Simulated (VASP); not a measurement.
An input for Quantum ESPRESSO's pw.x (written as the equivalent of a VASP run, and not itself run):

```
&CONTROL
  calculation = 'scf'
  pseudo_dir = './pseudo'
  outdir = './out'
  tprnfor = .true.
  tstress = .true.
/
&SYSTEM
  ibrav = 0
  nat = 1
  ntyp = 1
  ecutwfc = 80
  occupations = 'tetrahedra'
  input_dft = 'vdw-df-obk8'
/
&ELECTRONS
  conv_thr = 7.3e-09
  electron_maxstep = 100
/
ATOMIC_SPECIES
  Mo 95.950 Mo.upf
CELL_PARAMETERS angstrom
    -1.5819949    1.5819949    1.5819949
     1.5819949   -1.5819949    1.5819949
     1.5819949    1.5819949   -1.5819949
ATOMIC_POSITIONS crystal
  Mo   0.0000000  0.0000000  0.0000000
K_POINTS automatic
  18 18 18 0 0 0
```

### Question
Translate this input to VASP (INCAR, KPOINTS, POSCAR, choice of POTCAR).

### Answer
This is not unique; one that fits is 
**KPOINTS**
```
Automatic
0
G
18 18 18
0 0 0
```

INCAR:
```
SYSTEM = Mo
PREC = Accurate
ENCUT = 520
EDIFF = 1E-7
NELM = 100
ALGO = Normal
LREAL = .FALSE.
LASPH = .TRUE.
ISMEAR = -5
GGA = BO
PARAM1 = 0.1833333333
PARAM2 = 0.22
LUSE_VDW = .TRUE.
AGGAC = 0.0
LMAXMIX = 4
LWAVE = .FALSE.
LCHARG = .TRUE.
LORBIT = 11
NEDOS = 601
ISIF = 2
```

### POSCAR
```
Mo
2.7400960
 -0.5773501725   0.5773501725   0.5773501725
  0.5773501725  -0.5773501725   0.5773501725
  0.5773501725   0.5773501725  -0.5773501725
Mo
1
Direct
  0.0000000000   0.0000000000   0.0000000000
```

POTCAR, in this order: Mo_sv (PBE.64 set). Program: vasp_std.

The two are equivalent in intent, not identical: the potentials are each code's own (VASP's PAW set, PseudoDojo norm-conserving files in pw.x), so ENCUT and ecutwfc are chosen apart and not converted; conv_thr bounds pw.x's estimated SCF error, while EDIFF bounds the energy change between steps.

The compound is Mo in the bcc structure. It was relaxed first.
